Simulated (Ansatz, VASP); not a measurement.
**GePbO3: VASP beside Ansatz**

Wanted: the spread between two codes on one cell, functional and k mesh. The cell is taken from a series of runs on this material, whose earlier steps may have relaxed, scaled, displaced or heated it; both programs get it as it stands.

Main program and level: Ansatz 0.2.0; plane waves, with VASP 6.6.1 beside it; relaxation of cell and atoms at PBEsol.

**1. The starting structure**

It takes space group Pm-3m (No. 221, cubic). The conventional cell has a = 3.841 Å, b = 3.841 Å, c = 3.841 Å, α = 90.00°, β = 90.00°, γ = 90.00°. Nearest to Ge lie 6 O at 1.92 Å. Nearest to Pb lie 12 O at 2.72 Å. Nearest to O lie 2 Ge at 1.92 Å and 4 Pb at 2.72 Å. Farther neighbours and most contacts between anions are not listed.

**2. Ansatz: relaxation of cell and atoms, PBEsol**

Ansatz runs on its PAW soft_1 files.

The relaxed volume is the usual yardstick between codes: in a stiff, nearly cubic crystal its relative difference is about their pressure difference at one cell divided by the bulk modulus.

Contents of input.yaml:

```yaml
crystal:
  lattice:
    - [3.8410544318, 0.0, 0.0]
    - [0.0, 3.8410544318, 0.0]
    - [0.0, 0.0, 3.8410544318]
  atoms:
    - { symbol: Ge, position: [0.5, 0.5, 0.5] }
    - { symbol: Pb, position: [0.0, 0.0, 0.0] }
    - { symbol: O, position: [0.0, 0.5, 0.5] }
    - { symbol: O, position: [0.5, 0.5, 0.0] }
    - { symbol: O, position: [0.5, 0.0, 0.5] }
kpoints:
  mp_grid: { grid: [12, 12, 12] }
hamiltonian:
  xc: pbesol
  pseudopotentials: { kind: paw, azcp: { folder: soft_1 }, xc_functional: pbe }
scf:
  occupations: { method: methfessel_paxton, width: 0.2 }
output:
  forces: true
  stress: true
  eigenvalues: true
relax:
  adjacent_minimum: "off"
  f_tol: 0.001
  max_steps: 60
  cell: { stress_tol: 0.01 }
```

The run is started by

```console
ansatz run input.yaml --threads 4 --pin off --max-ram 10240MiB --backend cpu --events-out ev --progress --plain --runs-dir out
```

Numbers of over 12 decimals in the logs are rounded to 6 here.

The program printed:

```text
Engine: ansatz 0.2.0, aarch64-unknown-linux-gnu
Pseudopotentials: kind: paw
Pseudopotential: Ge, paw, valence charge 14, recommended cutoff 420 eV (normal), soft_1/Ge.paw.azcp
Pseudopotential: Pb, paw, valence charge 14, recommended cutoff 420 eV (normal), soft_1/Pb.paw.azcp
Pseudopotential: O, paw, valence charge 6, recommended cutoff 420 eV (normal), soft_1/O.paw.azcp
Functional definition: PBEsol
  exchange = pbesol_x
  correlation = pbesol_c
Crystal: 5 atoms, lattice volume = 56.670 Å³
Basis set: ecut = 420 eV, 1141 PW (Γ), exchange–correlation on 54×54×54 points (8 copies of the dense FFT grid, shifted against one another)
Bands: 28, of which v1, the nominal top of the filled ones, is band 23 counted from 1 (22 counted from 0)
Symmetry: 48 space group operations
Space group: Pm-3m (ITA 221), of the structure as read, at distance tolerance 3.8e-5 Å
k-points: 84 of 1728
Non-local potential: Ge, projectors of the file, l = 0: 2, l = 1: 2, l = 2: 3, l = 3: 1
Non-local potential: Pb, projectors of the file, l = 0: 2, l = 1: 2, l = 2: 2, l = 3: 1
Non-local potential: O, projectors of the file, l = 0: 2, l = 1: 2, l = 2: 1
PAW form: soft (Blöchl's): semilocal exchange-correlation on the pseudo side does not see the compensation charge
PAW frozen core: Ge, regenerated for the run's functional, and the local potential with it (the file was generated under x = pbe(κ = 0.804, μ = 0.219515), c = pbe(β = 0.066725))
PAW frozen core: Pb, regenerated for the run's functional, and the local potential with it (the file was generated under x = pbe(κ = 0.804, μ = 0.219515), c = pbe(β = 0.066725))
PAW frozen core: O, regenerated for the run's functional, and the local potential with it (the file was generated under x = pbe(κ = 0.804, μ = 0.219515), c = pbe(β = 0.066725))
PAW one-centre angular grid: Ge, 590 points (default); XC on 64 Gauss nodes
PAW one-centre angular grid: Pb, 590 points (default); XC on 64 Gauss nodes
PAW one-centre angular grid: O, 110 points (default); XC on 64 Gauss nodes
Initial density: superposition of atomic densities (chi_scale 0.1, normalization cell, long waves kept (reshape's long-wave potential 0.00 eV rms))
Initial wavefunctions: pseudopotential atomic-orbital guess
Functional: x = pbesol(κ = 0.804, μ = 0.123457), c = pbesol(β = 0.046)
SCF iter   1: F=—  HF=-17693.022300 eV  |F-HF|=—  |Δ(HF+E_count)|=         —  Δρ=7.88e-2  dr2=1.93e0  ethr=3.10e-3  ⟨swp⟩=6.0  Hψ=10742  notcnv=0
preconditioner: auto → Resta (q_TF=auto, 2.635 Å⁻¹)  ε∞=4.0  [insulator: Δε(μ)=0.312 eV  Ē_g=19.358 eV  σ=0.200 eV  W_gap=0.63  n_scr=18 (ndim 8)  ℏωp=33.5 eV  f_vac=0.000  D(μ)=0.09/eV (n_scr^D=0)  ε∞_Penn≈4.0]
SCF iter   2: F=—  HF=-17692.623146 eV  |F-HF|=—  |Δ(HF+E_count)|=   3.99e-1  S|Δr|=    0.00e0  Δρ=3.85e-2  dr2=2.99e-1  ethr=3.10e-3  ⟨swp⟩=2.8  Hψ=4661  notcnv=0  defer=79
preconditioner: auto → Kerker (q_TF=auto, 2.635 Å⁻¹)  [metal: Δε(μ)=0.061 eV  Ē_g=19.108 eV  σ=0.200 eV  W_gap=0.25  n_scr=18 (ndim 8)  ℏωp=33.5 eV  f_vac=0.000  D(μ)=0.11/eV (n_scr^D=0)]
SCF iter   3: F=—  HF=-17692.567702 eV  |F-HF|=—  |Δ(HF+E_count)|=   5.54e-2  S|Δr|=    0.00e0  Δρ=1.23e-2  dr2=4.71e-2  ethr=6.50e-4  ⟨swp⟩=2.0  Hψ=2589  notcnv=0  defer=79
SCF iter   4: F=—  HF=-17692.562645 eV  |F-HF|=—  |Δ(HF+E_count)|=   5.06e-3  S|Δr|=    0.00e0  Δρ=2.15e-3  dr2=2.81e-3  ethr=1.02e-4  ⟨swp⟩=2.4  Hψ=3528  notcnv=0  defer=79
SCF iter   5: F=—  HF=-17692.563227 eV  |F-HF|=—  |Δ(HF+E_count)|=   5.82e-4  S|Δr|=    0.00e0  Δρ=9.76e-4  dr2=6.90e-4  ethr=6.10e-6  ⟨swp⟩=2.0  Hψ=3934  notcnv=0  defer=79
SCF iter   6: F=—  HF=-17692.563042 eV  |F-HF|=—  |Δ(HF+E_count)|=   1.85e-4  S|Δr|=    0.00e0  Δρ=3.09e-4  dr2=1.37e-4  ethr=1.50e-6  ⟨swp⟩=2.4  Hψ=4137  notcnv=0  defer=79
SCF iter   7: F=—  HF=-17692.562998 eV  |F-HF|=—  |Δ(HF+E_count)|=   4.38e-5  S|Δr|=    0.00e0  Δρ=1.21e-4  dr2=1.07e-5  ethr=2.98e-7  ⟨swp⟩=2.0  Hψ=4125  notcnv=0  defer=79
SCF iter   8: F=—  HF=-17692.563019 eV  |F-HF|=—  |Δ(HF+E_count)|=   2.10e-5  S|Δr|=    0.00e0  Δρ=2.33e-5  dr2=3.30e-7  ethr=2.32e-8  ⟨swp⟩=2.0  Hψ=4262  notcnv=0  defer=79
SCF iter   9: F=-17692.563019 eV  HF=-17692.563019 eV  |F-HF|=1.82e-9  |Δ(HF+E_count)|=   6.63e-8  S|Δr|=    0.00e0  Δρ=3.96e-6  dr2=7.37e-9  ethr=2.17e-10  ⟨swp⟩=10.4  Hψ=11253  notcnv=0
SCF 1 converged in 9 iterations: F = -17692.563019 eV  dr2 = 7.37e-9
  greatest PAW one-centre occupation: 0.999 electrons in one spin orbital (limit 2), on the Ge atom at site 0 (counted from 0), in its partial waves of l = 2
relax step   1: F+E_penalty+E_count = -17692.56301918 eV  Δ(F+E_penalty+E_count) = +0.000e0 eV  max|allowed force component| = 1.597e-29 eV/Å  Δτ_max = 0.0000 Å  P = -0.048 GPa  Ω = 56.670 Å³  (9 SCF iters, dr2 threshold 1.00e-7 eV, accepted)
[...]
relax step   3: F+E_penalty+E_count = -17692.56304369 eV  Δ(F+E_penalty+E_count) = +1.281e-5 eV  max|allowed force component| = 3.155e-30 eV/Å  Δτ_max = 0.0000 Å  P = -0.010 GPa  Ω = 56.658 Å³  stress off target by 1.01e-2 GPa  SCF on the basis re-selected at this cell (its energy is not comparable with the rows above)  (6 SCF iters)
[...]
relax step   4: F+E_penalty+E_count = -17692.56305281 eV  Δ(F+E_penalty+E_count) = -9.115e-6 eV  max|allowed force component| = 1.223e-29 eV/Å  Δτ_max = 0.0000 Å  P = -0.000 GPa  Ω = 56.655 Å³  energy of the carried Pulay correction = +9.019e-6 eV  (4 SCF iters, dr2 threshold 2.53e-10 eV, accepted)
[...]
relax step   5: F+E_penalty+E_count = -17692.56305281 eV  Δ(F+E_penalty+E_count) = -3.638e-11 eV  max|allowed force component| = 1.262e-30 eV/Å  Δτ_max = 0.0000 Å  P = -0.000 GPa  Ω = 56.655 Å³  stress off target by 2.62e-4 GPa  SCF on the basis re-selected at this cell (its energy is not comparable with the rows above)  (7 SCF iters)
basis re-selected at this cell: Δ(F+E_penalty+E_count) = -3.638e-11 eV, ΔP = -0.000 GPa vs the last step (what re-selecting the basis moved, of the pressure what is left beyond the Pulay correction that the steps carried, after the strain that the cell walked since its last selection, with what the two solves' SCF thresholds leave and, on support functions, any second-order correction that the steps lacked; it is no  [...]
SCF converged after 7 iterations
Stability not checked: this state was not tested for a lower state beside it, because cold or Methfessel-Paxton smearing, or corrected tetrahedra, fill the levels in a way that the test cannot read (fill_not_monotonic; see scf.lower_state_search)
Free energy (F): -17692.563053 eV
Harris-Foulkes:  -17692.563053 eV  (|F-HF|=0.00e0)
Internal energy: -17692.566893 eV  (E = F + TS)
E sigma→0 (E₀):  -17692.564013 eV
Entropy (-TS):   0.003841 eV (0.768 meV/atom)
Fermi energy:    11.569865 eV
--- Per-component energies (eV) ---
  E_band       = -40.650455
  E_kinetic    = 892.527480
  E_local      = -3499.580775  (includes V_loc(G=0)·N_el)
  E_nonlocal   = 693.586536
  E_hartree    = 1526.055247
  E_xc         = -488.901955
  E_vxc        = -477.684521  (∫ρ·V_xc dr)
  E_paw        = -12691.770372  (= ΣΔE_a)
  E_vpaw       = -701.612002  (= ΣTr[D̂ρ^β])
  E_aug_tail   = 0.002342  (compensation charges beyond the density's cutoff)
  E_ewald      = -4125.571368
  E_core_change = 1.085972  (= ΣΔE_core)
  E_smearing   = 0.003841  (= −TS)
  E_closure    = -0.000000  (closes the sum)
  Σ components = -17692.563053   (vs F -17692.563053, Δ=0.00e0)
--- Forces (eV/Å), atoms counted from 1 ---
  atom   1  Ge    -0.00000000     0.00000000     0.00000000
  atom   2  Pb    -0.00000000    -0.00000000    -0.00000000
  atom   3  O     -0.00000000     0.00000000    -0.00000000
  atom   4  O      0.00000000    -0.00000000     0.00000000
  atom   5  O      0.00000000     0.00000000    -0.00000000
  max |Σ_I F_I| component: 1.45e-30 eV/Å
--- Stress (GPa, compression-positive) ---
       -0.000262      -0.000000      -0.000000
       -0.000000      -0.000262      -0.000000
       -0.000000      -0.000000      -0.000262
  P = ⅓ Tr σ = -0.0003 GPa (-0.003 kbar)
--- Band table (eV; the first three rows and the last of 84) ---
  k-point 0: bands = [... 19 lower, 9.7952, 9.9601, 9.9601, 9.9601, 11.2100, 19.9457, 19.9457, 19.9457, ... 1 higher]
  k-point 1: bands = [... 19 lower, 9.7647, 9.9446, 9.9535, 9.9535, 11.6256, 19.3542, 19.8111, 19.8111, ... 1 higher]
  k-point 2: bands = [... 19 lower, 9.6255, 9.9023, 9.9872, 9.9872, 12.4806, 18.2606, 19.4840, 19.4840, ... 1 higher]
  k-point 83: bands = [... 19 lower, 9.6198, 11.2292, 11.2292, 11.2292, 18.3532, 18.3532, 18.3532, 18.9483, ... 1 higher]
--- Relaxed structure (3 steps of the walk, 3 accepted, 2 SCFs on fresh bases) ---
  F+E_penalty+E_count = -17692.56305281 eV   max|allowed force component| = 1.262e-30 eV/Å   (the final SCF, on the basis selected at the relaxed cell)
  cell:  # Å, volume = 56.6551 Å³
    - [3.840723, 0, 0]
    - [0, 3.840723, 0]
    - [0, 0, 3.840723]
  atoms:
    - { symbol: Ge, position: [0.5, 0.5, 0.5] }
    - { symbol: Pb, position: [0, 0, 0] }
    - { symbol: O, position: [0, 0.5, 0.5] }
    - { symbol: O, position: [0.5, 0.5, 0] }
    - { symbol: O, position: [0.5, 0, 0.5] }
```

The column dr2 measures how far the density is from self-consistency, as an energy; F and HF (Harris–Foulkes) agree once it is small.

[end of part 1 of 2]

[Lines on the potential files, build, host, timing and source positions are cut from VASP's logs without a mark.]

[Logs are printed without paths, hosts, clocks, repeated set-up lines and the standing remarks that a program may print on its own settings, such as how far it seeks lower states.]

[Hosts, paths, dates, database ids (printed as entryN), source tags and the programs' standing remarks are cut or masked in the printed files.]
